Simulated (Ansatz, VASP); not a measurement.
One calculation of ScSi2, two programs

```
Sc Si
1.0
     3.66000    0.00000    0.00000
    -1.83000    3.16965    0.00000
     0.00000    0.00000    3.87000
Sc Si
1 2
Cartesian
  0.0000 0.0000 0.0000
  0.0000 2.1131 1.9350
  1.8300 1.0566 1.9350
```

Change from the starting cell: shortest bond scaled by 1, PAW files.

Alike in both runs: task electric field gradients; functional PBE; k mesh 10 × 10 × 8; occupations fermi-dirac, width 0.05 eV; no spin polarisation.

```csv
,VASP,Ansatz
version,VASP 6.6.1,Ansatz 0.2.0
potentials or method,"VASP PAW PBE potentials, release 64 (Sc_sv, Si)","PAW with Ansatz's default frozen-core files, scalar-relativistic"
plane-wave cutoff (eV),520,420
valence electrons in the cell,19,19
```

Ansatz gave:

```
pressure (GPa)                                                 : 25.2
largest component of the traceless stress (GPa)                : 23.87
Vzz of the field gradient on the site that differs most (V/Å²) : 9.1
```

Problem. What did VASP give for the same quantities?

Solution. Pressure (GPa): 25.3; largest component of the traceless stress (GPa): 23.68; Vzz of the field gradient on the site that differs most (V/Å²): 14.2.

Caveats: so large a pressure means that the cell lies far from this level's equilibrium, or that cutoff or potentials fall short (VASP).
